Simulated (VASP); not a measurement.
Input:

```yaml
crystal:
  lattice:
    - [1.57420, 0.90886, 6.35130]
    - [-1.57420, 0.90886, 6.35130]
    - [0.00000, -1.81773, 6.35130]
  atoms:
    - { symbol: W, position: [0.00069, 0.00069, 0.00069] }
    - { symbol: S, position: [0.25176, 0.25176, 0.25176] }
    - { symbol: S, position: [0.41625, 0.41625, 0.41625] }
```

Computed with PBEsol GGA, VASP's PBE PAW potentials (set 64) (plane waves; VASP). Numerical set-up: 400 eV cut-off, 15×15×15 Γ-centred mesh, Gaussian smearing of 0.010 eV, potentials W_sv S.

Without a dispersion term in the relaxation, distances and binding between the weakly bound layers, chains or molecules are unreliable, and so is what depends on them.

Q: Estimate the energy per atom (σ→0).

A: 
```json
{
 "energy per atom (σ→0)": "-8424 meV/atom"
}
```

Total energies compare only between runs with the same potentials, cut-off and functional.

The structure comes from a measured WS2 entry (R3m) of the Crystallography Open Database, whose conditions weren't checked. It was relaxed first.
